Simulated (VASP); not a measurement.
An input for Quantum ESPRESSO's pw.x (written as the equivalent of a VASP run, and not itself run):

```
&CONTROL
  calculation = 'scf'
  pseudo_dir = './pseudo'
  outdir = './out'
  tprnfor = .true.
  tstress = .true.
/
&SYSTEM
  ibrav = 0
  nat = 2
  ntyp = 2
  ecutwfc = 82.3
  occupations = 'smearing'
  smearing = 'gaussian'
  degauss = 0.003675
  input_dft = 'pbesol'
/
&ELECTRONS
  conv_thr = 7.3e-09
  electron_maxstep = 100
/
ATOMIC_SPECIES
  Ba 137.327 Ba.upf
  Te 127.600 Te.upf
CELL_PARAMETERS angstrom
     0.0000000    3.4134851    3.4134851
     3.4134851    0.0000000    3.4134851
     3.4134851    3.4134851    0.0000000
ATOMIC_POSITIONS crystal
  Ba   0.0000000  0.0000000  0.0000000
  Te   0.5000000  0.5000000  0.5000000
K_POINTS automatic
  7 7 7 0 0 0
```

Task: Translate this input to VASP (INCAR, KPOINTS, POSCAR, choice of POTCAR).

Result: Several could match; the one computed here: 
KPOINTS:
```
Regular mesh
0
G
7 7 7
0 0 0
```

**INCAR**
```
! general
SYSTEM   =  BaTe
PREC     =  Accurate
ENCUT    =  520
LREAL    =  .False.   ! projection in real space or not
LASPH    =  .True.

! electronic loop
EDIFF    =  1E-7
NELM     =  100
ALGO     =  Normal
LMAXMIX  =  4   ! l cut-off of mixed one-centre charges

! smearing
ISMEAR   =  0   ! Gaussian
SIGMA    =  0.05   ! width (eV)

! functional
GGA      =  PS

! ions
ISIF     =  2   ! forces and stress, cell fixed

! output
LWAVE    =  .False.
LCHARG   =  .False.
```

File POSCAR:
```
BaTe
1
    0.0000000000     3.4134851331     3.4134851331
    3.4134851331     0.0000000000     3.4134851331
    3.4134851331     3.4134851331     0.0000000000
Ba Te
1 1
Direct
  0.0000000000   0.0000000000   0.0000000000
  0.5000000000   0.5000000000   0.5000000000
```

POTCAR, in this order: Ba_sv Te (PBE.64 set). Program: vasp_std.

Limits of the translation: the potentials are each code's own (VASP's PAW set, PseudoDojo norm-conserving files in pw.x), so ENCUT and ecutwfc are chosen apart and not converted; conv_thr bounds pw.x's estimated SCF error, while EDIFF bounds the energy change between steps.

The compound is BaTe in the rock salt structure. This cell is one point of a volume scan, at 0.94 of the reference volume.
